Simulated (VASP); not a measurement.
```yaml
crystal:
  lattice:
    - [1.65765, -5.34695, 0.00000]
    - [1.65765, 5.34695, 0.00000]
    - [0.00000, 0.00000, 4.36383]
  atoms:
    - { symbol: P, position: [0.10019, 0.89981, 0.92002] }
    - { symbol: P, position: [0.39981, 0.60019, 0.42002] }
    - { symbol: P, position: [0.60019, 0.39981, 0.57998] }
    - { symbol: P, position: [0.89981, 0.10019, 0.07998] }
```

All values below come from PBE GGA, VASP's PBE PAW potentials (set 64) (plane waves; VASP). Run with 480 eV cut-off, 6×6×6 Γ-centred mesh, Gaussian smearing of 0.050 eV, potentials P.

Without a dispersion term in the relaxation, distances and binding between the weakly bound layers, chains or molecules are unreliable, and so is what depends on them.

Problem. Predict the energy per atom (σ→0), pressure.

Solution. 
```yaml
energy per atom (σ→0): -5.368 eV/atom
pressure: 1.33 GPa
```

The compound is P in the black structure. This cell was strained or had an atom moved on purpose. Symmetry was kept, so distortions that lower it aren't found.
